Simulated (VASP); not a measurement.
Output of a VASP run:

OSZICAR:
```
       N       E                     dE             d eps       ncg     rms          rms(c)
DAV:   1     0.183507054674E+02    0.18351E+02   -0.61261E+03  6982   0.140E+03
DAV:   2    -0.221498717090E+02   -0.40501E+02   -0.35164E+02  6219   0.321E+02
DAV:   3    -0.260491989888E+02   -0.38993E+01   -0.32355E+01  6435   0.156E+02
DAV:   4    -0.262671888405E+02   -0.21799E+00   -0.19291E+00  6652   0.184E+01
DAV:   5    -0.262782045883E+02   -0.11016E-01   -0.87146E-02  6366   0.245E+00    0.417E+01
RMM:   6    -0.251353954454E+02    0.11428E+01   -0.24154E-01  3699   0.305E+01    0.154E+01
RMM:   7    -0.248383793157E+02    0.29702E+00   -0.32168E+00  4823   0.320E+01    0.160E+00
RMM:   8    -0.248485793349E+02   -0.10200E-01   -0.23012E-01  4742   0.555E+00    0.875E-01
RMM:   9    -0.248516204259E+02   -0.30411E-02   -0.68098E-02  4864   0.140E+00    0.303E-01
RMM:  10    -0.248505010150E+02    0.11194E-02   -0.89273E-03  4226   0.208E+00    0.103E-01
RMM:  11    -0.248508447025E+02   -0.34369E-03   -0.53343E-03  4701   0.633E-01    0.407E-02
RMM:  12    -0.248509291239E+02   -0.84421E-04   -0.10549E-03  4346   0.224E-01    0.188E-02
RMM:  13    -0.248509454460E+02   -0.16322E-04   -0.18402E-04  3312   0.134E-01    0.556E-03
RMM:  14    -0.248509462060E+02   -0.75997E-06   -0.23827E-05  2629   0.171E-01
   1 F= -.24850946E+02 E0= -.24850910E+02  d E =-.248509E+02
```

### OUTCAR
```
------------------------ aborting loop because EDIFF is reached ----------------------------------------
  FORCE on cell =-STRESS in cart. coord.  units (eV):
  Direction    XX          YY          ZZ          XY          YZ          ZX
  --------------------------------------------------------------------------------------
  Total        0.0563576      0.0563576     -0.1032330      0.0000000      0.0000000      0.0000000
  in kB        3.0239452      3.0239449     -5.5391104      0.0000000      0.0000000      0.0000000
  external PRESSURE =       0.1695933 kB  Pullay stress =       0.0000000 kB
  volume of cell :       29.86
      direct lattice vectors                 reciprocal lattice vectors
     2.772389485  0.000000000  0.000000000     0.360699680  0.208250067  0.000000000
    -1.386194742  2.400959607  0.000000000     0.000000000  0.416500135  0.000000000
     0.000000000  0.000000000  4.485905648     0.000000000  0.000000000  0.222920426
 POSITION                                       TOTAL-FORCE (eV/Angst)
 -----------------------------------------------------------------------------------
      1.38620      0.80032      3.36443         0.000000      0.000000      0.000000
     -0.00000      1.60064      1.12148        -0.000000     -0.000000      0.000000
 -----------------------------------------------------------------------------------
    total drift:                                0.000012     -0.000007     -0.000013
  FREE ENERGIE OF THE ION-ELECTRON SYSTEM (eV)
  ---------------------------------------------------
  free  energy   TOTEN  =       -24.8509462060 eV

  energy  without entropy=      -24.8508367617  energy(sigma->0) =      -24.85090972

 reached required accuracy - stopping structural energy minimisation
```
(Selected blocks of OUTCAR.)

POSCAR:
```
Re
1
    2.7723894845     0.0000000000     0.0000000000
   -1.3861947422     2.4009596067     0.0000000000
    0.0000000000     0.0000000000     4.4859056480
Re
2
Direct
  0.6666670000   0.3333330000   0.7500000000
  0.3333330000   0.6666670000   0.2500000000
```

**Question.** Reconstruct the remaining input files.

**Answer.** This is not unique; one that fits is the input of the run itself, PBE GGA, plane waves, VASP's PBE PAW potentials (set 64).

INCAR:
```
LREAL=.FALSE.   ! projection in real space or not
PREC=Normal
ISMEAR=1   ! Methfessel-Paxton
ALGO=Fast   ! Davidson, then RMM-DIIS
NELM=100   ! most electronic steps
LASPH=.TRUE.   ! aspherical one-centre terms
IBRION=2
NSW=20
LCHARG=.FALSE.
SIGMA=0.1   ! width (eV)
GGA=PE   ! PBE
SYSTEM=Re
NELMIN=4
ISIF=2
LWAVE=.FALSE.
ENCUT=400   ! plane-wave cut-off (eV)
LMAXMIX=6   ! l cut-off of mixed one-centre charges
EDIFFG=-0.03   ! ionic stop
EDIFF=1E-5   ! SCF stop (eV)
```

File KPOINTS:
```
Automatic mesh
0
Gamma
17 17 9
0 0 0
```

POTCAR, in this order: Re (PBE.64 set). Program: vasp_std.

The compound is Re in the hcp structure. It was relaxed first.
